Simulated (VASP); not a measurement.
Write the native input for VASP 6.6.1 that does the following.

| Item | Value |
| --- | --- |
| Task | relaxation of cell and atoms |
| Functional | PBE |
| Potentials or basis | VASP PAW PBE potentials, release 64 (Be, Pt, C) |
| Cutoff | 600 eV |
| k mesh | 7 × 7 × 7 |
| Occupations | gaussian, width 0.05 eV |
| Spin | no spin polarisation |
| Further INCAR settings | ALGO = Fast; EDIFF = 1e-06; IBRION = 2; EDIFFG = -0.01; NSW = 40; ISIF = 3 |

The structure of BePtC3 lies in POSCAR:

```
BePtC3
1.0
    3.6083000000      0.0000000000      0.0000000000
    0.0000000000      3.6083000000      0.0000000000
    0.0000000000      0.0000000000      3.6083000000
Be Pt C
1 1 3
Direct
    0.5000000000      0.5000000000      0.5000000000
    0.0000000000      0.0000000000      0.0000000000
    0.5000000000      0.5000000000      0.0000000000
    0.0000000000      0.5000000000      0.5000000000
    0.5000000000      0.0000000000      0.5000000000
```

The cell was built by a generator and needn't be a form met in nature.

The input as run:

INCAR

```
SYSTEM = BePtC3
  PREC = Accurate
  ENCUT = 600
  EDIFF = 1E-6
  ISMEAR = 0
  SIGMA = 0.05
  LREAL = .False.
  LASPH = .True.
  NELM = 80
  ALGO = Fast
  ISIF = 3
  LWAVE = .False.
  LCHARG = .False.
  GGA = PE
  IBRION = 2
  NSW = 40
  EDIFFG = -0.01
```

KPOINTS

```
regular mesh
0
Gamma
  7 7 7
  0 0 0
```

Potentials or basis: VASP PAW PBE potentials, release 64 (Be, Pt, C).

Command:

```bash
$ cat potpaw_PBE.64/Be/POTCAR potpaw_PBE.64/Pt/POTCAR potpaw_PBE.64/C/POTCAR > POTCAR
$ mpirun -np 1 vasp_std > vasp.out
```

It gave:

* Pressure after relaxing: -0.1 GPa
* Band gap on the k mesh: none (metal or under the smearing width)

Caveat: the relaxation stopped at its first step, so nothing moved.

Run time: 15 s on 1 thread of AMD EPYC 9R14 (Zen 4) (shared host), peak memory 0.15 GiB.
